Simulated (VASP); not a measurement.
Here is the system:

```xyz
5
Lattice="1.9492 -3.3761 0.0000 1.9492 3.3761 0.0000 0.0000 0.0000 6.0580" Properties=species:S:1:pos:R:3 pbc="T T T"
La     1.9492     1.1254     1.4882
La     1.9492    -1.1254     4.5698
O      1.9492     3.3761     0.0000
O      1.9492     1.1254     3.9132
O      1.9492    -1.1254     2.1448
```

These are SCAN meta-GGA, VASP's PBE PAW potentials (set 64) (plane waves; VASP 6.6.1) values and carry that method's errors. Settings: 520 eV cut-off, 6×6×4 Γ-centred mesh, Gaussian smearing of 0.050 eV, potentials La O.

Energy and stress use the plane-wave basis of the starting cell.

Problem. The ions, cell shape and volume are relaxed. Predict the relaxed structure.

Solution. 
```xyz
5
Lattice="1.9631 -3.4002 0.0000 1.9631 3.4002 0.0000 0.0000 0.0000 6.1016" Properties=species:S:1:pos:R:3 pbc="T T T"
La     1.9631     1.1334     1.5021
La     1.9631    -1.1334     4.5995
O      0.0000     0.0000     0.0000
O      1.9631     1.1334     3.9430
O      1.9631    -1.1334     2.1586
```
Space group P-3m1 (164), at a tolerance of 0.03 Å.

Problem. How do energy and volume change from the first to the last step?

Solution. The energy (σ→0) changes by -3.1 meV/atom and the volume by +2.2 %, in 5 ionic steps.

The compound is La2O3 in the a-type structure. This run relaxes it. Symmetry was kept, so distortions that lower it aren't found.
